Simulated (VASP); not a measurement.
Input:

```xyz
3
Lattice="2.3114 -4.0035 0.0000 2.3114 4.0035 0.0000 0.0000 0.0000 6.0617" Properties=species:S:1:pos:R:3 pbc="T T T"
Te     0.6174     1.0694     4.0411
Te     3.3880     0.0000     0.0000
Te     0.6174    -1.0694     2.0206
```

Calculation: PBE GGA, VASP's PBE PAW potentials (set 64) (plane waves; VASP). Run with 520 eV cut-off, 7×7×5 Γ-centred mesh, Gaussian smearing of 0.050 eV, potentials Te.

### Question
The ions and cell shape at fixed volume are relaxed. What does this cell relax into?

### Answer

```xyz
3
Lattice="2.3391 -4.0514 0.0000 2.3391 4.0514 0.0000 0.0000 0.0000 5.9192" Properties=species:S:1:pos:R:3 pbc="T T T"
Te     2.9401    -3.0104     3.9461
Te     3.4762     0.0000     5.9192
Te     2.9401     3.0104     1.9731
```
Space group P3_121 (152), at a tolerance of 0.03 Å.

### Question
How much energy does the relaxation gain?

### Answer
The energy (σ→0) changes by -9.6 meV/atom, in 6 ionic steps.

The compound is Te in the trig structure. This cell is one point of a volume scan, at 1.06 of the reference volume. Symmetry was kept, so distortions that lower it aren't found.
